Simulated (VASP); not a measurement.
Crystal: Tl.

```
Tl
1.0
     3.46000    0.00000    0.00000
    -1.73000    2.99645    0.00000
     0.00000    0.00000    5.53254
Tl
2
Direct
  0.33333 0.66667 0.75000
  0.66667 0.33333 0.25000
```

```yaml
Program: VASP 6.6.1
Task: relaxation of cell and atoms
Functional: PBE
Potentials_or_basis: VASP PAW PBE potentials, release 64 (Tl_d)
Cutoff: 600 eV
k_mesh: 14 × 14 × 8
Occupations: gaussian, width 0.05 eV
Spin: no spin polarisation
```

At the start: pressure 3.0 GPa; volume 28.68 Å³/atom.

Problem. Where does the relaxation end?

Solution. Over 23 steps the energy falls by 24.5 meV/atom and the volume is 31.51 Å³/atom (+9.9 %); space group P6_3/mmc (No. 194, to 0.05 Å).

Step by step:
```
step  energy change (eV)  largest force (eV/Å)  pressure (GPa)  volume (Å³)
   1              0.0000                0.0000            3.02        57.36
   2             -0.0454                0.0000            0.31        61.97
   3             -0.0462                0.0000            0.06        62.67
   4             -0.0462                0.0000           -0.08        62.86
   5             -0.0466                0.0000            0.01        62.70
   6             -0.0468                0.0000            0.26        62.23
   7             -0.0469                0.0000            0.17        62.41
   8             -0.0472                0.0000            0.13        62.54
   9             -0.0474                0.0000            0.04        62.75
  10             -0.0479                0.0000           -0.11        63.15
  11             -0.0477                0.0000           -0.40        63.95
  12             -0.0481                0.0000           -0.26        63.54
  13             -0.0482                0.0000           -0.22        63.40
  14             -0.0483                0.0000           -0.20        63.41
  15             -0.0483                0.0000           -0.20        63.41
  16             -0.0485                0.0000           -0.19        63.41
  17             -0.0487                0.0000           -0.16        63.41
  18             -0.0487                0.0000           -0.17        63.41
  19             -0.0487                0.0000           -0.17        63.41
  20             -0.0488                0.0000           -0.10        63.25
  21             -0.0489                0.0000           -0.05        63.13
  22             -0.0489                0.0000            0.05        62.89
  23             -0.0489                0.0000           -0.03        63.02
```

Final structure:
```cif
data_structure
_symmetry_space_group_name_H-M 'P 1'
_symmetry_Int_Tables_number 1
_cell_length_a 3.6414
_cell_length_b 3.6414
_cell_length_c 5.4880
_cell_angle_alpha 90.000
_cell_angle_beta 90.000
_cell_angle_gamma 120.000
_cell_volume 63.02
loop_
_atom_site_label
_atom_site_type_symbol
_atom_site_fract_x
_atom_site_fract_y
_atom_site_fract_z
_atom_site_occupancy
Tl1 Tl 0.33333 0.66667 0.75000 1
Tl2 Tl 0.66667 0.33333 0.25000 1
```
